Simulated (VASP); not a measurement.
These are PBE GGA, VASP's PBE PAW potentials (set 64) (plane waves; VASP) values and carry that method's errors.

A VASP calculation is set up with these files.

INCAR:
```
ALGO = Normal
EDIFF = 1E-6
EDIFFG = -0.02
ENCUT = 500
GGA = PE
IBRION = 2
ISIF = 3
ISMEAR = 1
LASPH = .True.
LCHARG = .False.
LMAXMIX = 6
LREAL = .False.
LWAVE = .False.
NELM = 100
NSW = 40
PREC = Accurate
PSTRESS = 50
SIGMA = 0.1
SYSTEM = W
```

### POSCAR
```
W
1.0
 -1.5839268844   1.5839268844   1.5839268844
  1.5839268844  -1.5839268844   1.5839268844
  1.5839268844   1.5839268844  -1.5839268844
W
1
Direct
  0.0000000000   0.0000000000   0.0000000000
```

KPOINTS:
```
Automatic mesh
0
Gamma
16 16 16
0 0 0
```

POTCAR, in this order: W_sv (PBE.64 set). Program: vasp_std.

### Question
What will the output report for the number of irreducible k-points (NKPTS), largest plane-wave count, number of space-group operations, FFT grid (NGX, NGY, NGZ)?

### Answer

```json
{
  "number of irreducible k-points (NKPTS)": "145",
  "largest_plane_wave_count": "420",
  "number_of_space_group_operations": "48",
  "FFT grid (NGX, NGY, NGZ)": "20 × 20 × 20"
}
```

The compound is W in the bcc structure. It was relaxed first under an external pressure of 5 GPa.
